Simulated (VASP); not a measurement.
All values below come from LDA (Ceperley-Alder, Perdew-Zunger), VASP's LDA PAW potentials (set 64) (plane waves; VASP 6.6.1).

Input for VASP

KPOINTS:
```
Automatic mesh
0
Gamma
16 16 16
0 0 0
```

### POSCAR
```
Ag
1
   -0.0000000000     2.0014489656     2.0014489656
    2.0014489656    -0.0000000000     2.0014489656
    2.0014489656     2.0014489656     0.0000000000
Ag
1
Direct
  0.0000000000   0.0000000000   0.0000000000
```

INCAR:
```
! general
SYSTEM   =  Ag
PREC     =  Accurate
ENCUT    =  500
LREAL    =  F
LASPH    =  T

! electronic loop
EDIFF    =  1E-6
NELM     =  100
ALGO     =  Normal
LMAXMIX  =  4

! smearing
ISMEAR   =  1
SIGMA    =  0.1

! ions
IBRION   =  2
NSW      =  40
ISIF     =  3
EDIFFG   =  -0.02

! output
LWAVE    =  F
LCHARG   =  F
```

POTCAR, in this order: Ag (LDA.64 set). Program: vasp_std.

The run wrote:

**OSZICAR**
```
       N       E                     dE             d eps       ncg     rms          rms(c)
DAV:   1     0.419670272889E+02    0.41967E+02   -0.56847E+03  2722   0.108E+03
DAV:   2    -0.373529450525E+01   -0.45702E+02   -0.43480E+02  2679   0.204E+02
DAV:   3    -0.411290807466E+01   -0.37761E+00   -0.37746E+00  3057   0.224E+01
DAV:   4    -0.411380350329E+01   -0.89543E-03   -0.89541E-03  2931   0.100E+00
DAV:   5    -0.411380998141E+01   -0.64781E-05   -0.64789E-05  2903   0.750E-02    0.648E+00
DAV:   6    -0.380179019710E+01    0.31202E+00   -0.14465E+00  2652   0.130E+01    0.395E+00
DAV:   7    -0.378810038474E+01    0.13690E-01   -0.14067E-02  2864   0.124E+00    0.214E+00
DAV:   8    -0.378301374446E+01    0.50866E-02   -0.93945E-04  2638   0.345E-01    0.819E-02
DAV:   9    -0.378302522254E+01   -0.11478E-04   -0.68387E-06  3040   0.248E-02    0.912E-03
DAV:  10    -0.378302560723E+01   -0.38469E-06   -0.18622E-06  2737   0.142E-02
   1 F= -.37830256E+01 E0= -.37827998E+01  d E =-.378303E+01
```

### OUTCAR
```
------------------------ aborting loop because EDIFF is reached ----------------------------------------
  FORCE on cell =-STRESS in cart. coord.  units (eV):
  Direction    XX          YY          ZZ          XY          YZ          ZX
  --------------------------------------------------------------------------------------
  Total       -0.0003524     -0.0003524     -0.0003524     -0.0000000      0.0000000      0.0000000
  in kB       -0.0352163     -0.0352163     -0.0352163     -0.0000000      0.0000000      0.0000000
  external PRESSURE =      -0.0352163 kB  Pullay stress =       0.0000000 kB
  volume of cell :       16.03
      direct lattice vectors                 reciprocal lattice vectors
     0.000000000  2.001448966  2.001448966    -0.249819010  0.249819010  0.249819010
     2.001448966  0.000000000  2.001448966     0.249819010 -0.249819010  0.249819010
     2.001448966  2.001448966  0.000000000     0.249819010  0.249819010 -0.249819010
 POSITION                                       TOTAL-FORCE (eV/Angst)
 -----------------------------------------------------------------------------------
      0.00000      0.00000      0.00000         0.000000      0.000000      0.000000
 -----------------------------------------------------------------------------------
    total drift:                               -0.000000      0.000000      0.000000
  FREE ENERGIE OF THE ION-ELECTRON SYSTEM (eV)
  ---------------------------------------------------
  free  energy   TOTEN  =        -3.7830256072 eV

  energy  without entropy=       -3.7823480563  energy(sigma->0) =       -3.78279976

 reached required accuracy - stopping structural energy minimisation
```
(Selected blocks of OUTCAR.)

### OUTCAR
```
 val. band max:        8.9676566812   @ k =   0.4375   0.3750   0.0000

 cond. band min:       9.0111697782   @ k =   0.5000   0.1875   0.0625


 Fermi energy:         8.9973361620

 k-point     1 :       0.0000    0.0000    0.0000
  band No.  band energies     occupation
      1       0.7498      2.00000
      2       4.0340      2.00000
      3       4.0340      2.00000
      4       4.0340      2.00000
      5       5.2089      2.00000
      6       5.2089      2.00000
      7      25.1760      0.00000
      8      29.0487      0.00000
      9      29.0487      0.00000

 k-point     2 :       0.0625    0.0000    0.0000
  band No.  band energies     occupation
      1       0.8783      2.00000
      2       4.0013      2.00000
      3       4.0718      2.00000
      4       4.0718      2.00000
      5       5.1937      2.00000
      6       5.1937      2.00000
      7      25.2305      0.00000
      8      28.0474      0.00000
      9      29.1279      0.00000

 k-point     3 :       0.1250    0.0000    0.0000
  band No.  band energies     occupation
      1       1.2453      2.00000
      2       3.9303      2.00000
      3       4.1660      2.00000
      4       4.1660      2.00000
      5       5.1683      2.00000
      6       5.1683      2.00000
      7      24.9368      0.00000
      8      26.4831      0.00000
      9      29.3249      0.00000

 k-point     4 :       0.1875    0.0000    0.0000
  band No.  band energies     occupation
      1       1.7684      2.00000
      2       3.9237      2.00000
      3       4.2533      2.00000
      4       4.2533      2.00000
      5       5.1952      2.00000
      6       5.1952      2.00000
      7      23.0449      0.00000
      8      26.1386      0.00000
      9      29.5016      0.00000

 k-point     5 :       0.2500    0.0000    0.0000
  band No.  band energies     occupation
      1       2.2175      2.00000
      2       4.2330      2.00000
      3       4.2592      2.00000
...
```

The compound is Ag in the fcc structure. It was relaxed first, which changed the volume by -6 %.
